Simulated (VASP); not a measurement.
OSZICAR of a VASP run on LaGa₂ (space group P1):

### OSZICAR
```
       N       E                     dE             d eps       ncg     rms          rms(c)
DAV:   1     0.270850839087E+03    0.27085E+03   -0.11813E+04    44   0.186E+03
DAV:   2     0.311688365915E+02   -0.23968E+03   -0.23698E+03    60   0.436E+02
DAV:   3     0.219752789300E+01   -0.28971E+02   -0.28928E+02    44   0.148E+02
DAV:   4    -0.562773306435E+01   -0.78253E+01   -0.77497E+01    88   0.446E+01
DAV:   5    -0.605484934061E+01   -0.42712E+00   -0.42516E+00    66   0.102E+01    0.532E+00
DAV:   6    -0.550665621192E+01    0.54819E+00   -0.49374E+00    72   0.189E+01    0.276E+00
DAV:   7    -0.542951128871E+01    0.77145E-01   -0.27493E-01    80   0.781E+00    0.185E+00
DAV:   8    -0.539254749163E+01    0.36964E-01   -0.85788E-02    56   0.308E+00    0.230E-01
DAV:   9    -0.539355309752E+01   -0.10056E-02   -0.17909E-02    64   0.153E+00    0.129E-01
DAV:  10    -0.539373433181E+01   -0.18123E-03   -0.26480E-03    88   0.490E-01    0.882E-02
DAV:  11    -0.539383471646E+01   -0.10038E-03   -0.71125E-04    80   0.449E-01    0.257E-02
DAV:  12    -0.539382253247E+01    0.12184E-04   -0.11559E-04    72   0.232E-01    0.102E-02
DAV:  13    -0.539382547333E+01   -0.29409E-05   -0.20953E-05    88   0.628E-02    0.470E-03
DAV:  14    -0.539382578641E+01   -0.31308E-06   -0.17348E-06    56   0.333E-02
   1 F= -.53938258E+01 E0= -.52798868E+01  d E =-.227878E+00
```

Which electronic solver shows in the log?

It is blocked Davidson (ALGO = Normal, or the opening steps of other solvers). The INCAR had ALGO = Normal.

Can the final energy be trusted as converged?

Self-consistency was reached. It stopped with EDIFF = 1E-6, NELM = 100 (PBEsol GGA, plane waves, VASP's PBE PAW potentials (set 64)).

The structure comes from a computed database's LaGa2 entry; how it stands against other phases isn't given here. The cell was not relaxed at this level, atoms are displaced from their ideal sites. The k-mesh is coarse (spacing up to 1.69 per Å, 2π included), so the numbers may not be converged in it. The run is one of a series of settings (KPOINTS 1×1×1 Γ-centred mesh against the base run), some of them coarse on purpose. The electron count is odd and the run is not spin-polarised, which forces a metal.
